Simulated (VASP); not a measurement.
An input for Ansatz (written as the equivalent of a VASP run, and not itself run):

Ansatz 0.2 input:
```yaml
crystal:
  lattice:
    - [1.3324466, -2.3078656, 0.0000000]
    - [1.3324466, 2.3078656, 0.0000000]
    - [0.0000000, 0.0000000, 4.6759127]
  atoms:
    - { symbol: Zn, position: [0.3333330, 0.6666670, 0.2500000] }
    - { symbol: Zn, position: [0.6666670, 0.3333330, 0.7500000] }
kpoints:
  mp_grid: { grid: [14, 14, 7] }
hamiltonian:
  xc: pbe
  dispersion: d4
  pseudopotentials: { kind: paw }
scf:
  occupations: { method: methfessel_paxton, width: 0.1 }
  max_iter: 100
relax:
  max_steps: 60
  f_tol: 0.01
  cell: {}
output: { forces: true, stress: true, eigenvalues: true }
```

**Question.** Translate this input to VASP (INCAR, KPOINTS, POSCAR, choice of POTCAR).

**Answer.** One answer among several that fit: 
### INCAR
```
ALGO = Normal
EDIFF = 1E-6
EDIFFG = -0.01
ENCUT = 520
GGA = PE
IBRION = 2
ISIF = 3
ISMEAR = 1
IVDW = 13
LASPH = .TRUE.
LCHARG = .FALSE.
LMAXMIX = 4
LREAL = .FALSE.
LWAVE = .FALSE.
NELM = 100
NSW = 60
PREC = Accurate
SIGMA = 0.1
SYSTEM = Zn
```

### KPOINTS
```
Automatic mesh
0
Gamma
14 14 7
0 0 0
```

**POSCAR**
```
Zn
1.0
  1.3324465861  -2.3078656132   0.0000000000
  1.3324465861   2.3078656132   0.0000000000
  0.0000000000   0.0000000000   4.6759127330
Zn
2
Cartesian
  1.3324465861   0.7692900763   1.1689781832
  1.3324465861  -0.7692900763   3.5069345497
```

POTCAR, in this order: Zn (PBE.64 set). Program: vasp_std.

Limits of the translation: each code has its own PAW files, so the cut-off isn't converted (ENCUT is set for VASP's; basis.ecutwfc is left out, and Ansatz then takes the one that its files recommend); Ansatz stops its SCF on the density residual and VASP on the energy change (EDIFF).

The compound is Zn in the hcp structure. This run relaxes it. Symmetry was kept, so distortions that lower it aren't found. The start is the result of an earlier pass.
